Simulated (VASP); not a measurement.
Method: LDA (Ceperley-Alder, Perdew-Zunger), VASP's LDA PAW potentials (set 64) (plane waves; VASP).

A VASP calculation is set up with these files.

**INCAR**
```
ALGO  =  Normal
EDIFF  =  1E-6
EDIFFG  =  -0.01
ENCUT  =  520
IBRION  =  2
ISIF  =  3
ISMEAR  =  0
LASPH  =  .True.
LCHARG  =  .False.
LMAXMIX  =  4
LREAL  =  .False.
LWAVE  =  .False.
NELM  =  100
NSW  =  60
PREC  =  Accurate
SIGMA  =  0.05
SYSTEM  =  GaN
```

KPOINTS:
```
kpoints
0
G
 9 9 9
0 0 0
```

File POSCAR:
```
GaN
1
    0.0000000000     2.2319171565     2.2319171565
    2.2319171565     0.0000000000     2.2319171565
    2.2319171565     2.2319171565    -0.0000000000
Ga N
1 1
Direct
  0.0000000000   0.0000000000   0.0000000000
  0.7500000000   0.7500000000   0.7500000000
```

POTCAR, in this order: Ga_d N (LDA.64 set). Program: vasp_std.

The resulting files:

OSZICAR:
```
       N       E                     dE             d eps       ncg     rms          rms(c)
DAV:   1     0.886019089056E+02    0.88602E+02   -0.98404E+03   966   0.249E+03
DAV:   2    -0.914094373211E+01   -0.97743E+02   -0.92540E+02  1033   0.370E+02
DAV:   3    -0.159167977931E+02   -0.67759E+01   -0.67422E+01  1020   0.874E+01
DAV:   4    -0.160108013862E+02   -0.94004E-01   -0.93963E-01  1113   0.111E+01
DAV:   5    -0.160119018661E+02   -0.11005E-02   -0.11004E-02   995   0.109E+00    0.760E+00
DAV:   6    -0.139969136448E+02    0.20150E+01   -0.60162E+00  1325   0.506E+01    0.269E+00
DAV:   7    -0.139723914529E+02    0.24522E-01   -0.30561E-01   920   0.737E+00    0.169E+00
DAV:   8    -0.139481125501E+02    0.24279E-01   -0.80879E-02   993   0.383E+00    0.695E-01
DAV:   9    -0.139442405491E+02    0.38720E-02   -0.19219E-02  1301   0.336E+00    0.183E-01
DAV:  10    -0.139442317064E+02    0.88427E-05   -0.21639E-03  1201   0.794E-01    0.610E-02
DAV:  11    -0.139441789915E+02    0.52715E-04   -0.26272E-04  1341   0.322E-01    0.843E-03
DAV:  12    -0.139441805173E+02   -0.15258E-05   -0.20087E-05   960   0.647E-02    0.387E-03
DAV:  13    -0.139441805434E+02   -0.26067E-07   -0.75102E-07   524   0.944E-03
   1 F= -.13944181E+02 E0= -.13944181E+02  d E =-.139442E+02
```

**OUTCAR**
```
------------------------ aborting loop because EDIFF is reached ----------------------------------------
  FORCE on cell =-STRESS in cart. coord.  units (eV):
  Direction    XX          YY          ZZ          XY          YZ          ZX
  --------------------------------------------------------------------------------------
  Total       -0.0073546     -0.0073546     -0.0073546      0.0000000     -0.0000000      0.0000000
  in kB       -0.5299120     -0.5299120     -0.5299120      0.0000000     -0.0000000      0.0000000
  external PRESSURE =      -0.5299120 kB  Pullay stress =       0.0000000 kB
  volume of cell :       22.24
      direct lattice vectors                 reciprocal lattice vectors
     0.000000000  2.231917157  2.231917157    -0.224022652  0.224022652  0.224022652
     2.231917157  0.000000000  2.231917157     0.224022652 -0.224022652  0.224022652
     2.231917157  2.231917157  0.000000000     0.224022652  0.224022652 -0.224022652
  FREE ENERGIE OF THE ION-ELECTRON SYSTEM (eV)
  ---------------------------------------------------
  free  energy   TOTEN  =       -13.9441805434 eV

  energy  without entropy=      -13.9441805434  energy(sigma->0) =      -13.94418054

 reached required accuracy - stopping structural energy minimisation
```
(Selected blocks of OUTCAR.)

The structure comes from a computed database's GaN entry (F-43m); how it stands against other phases isn't given here. It was relaxed first. The start is the result of an earlier pass.
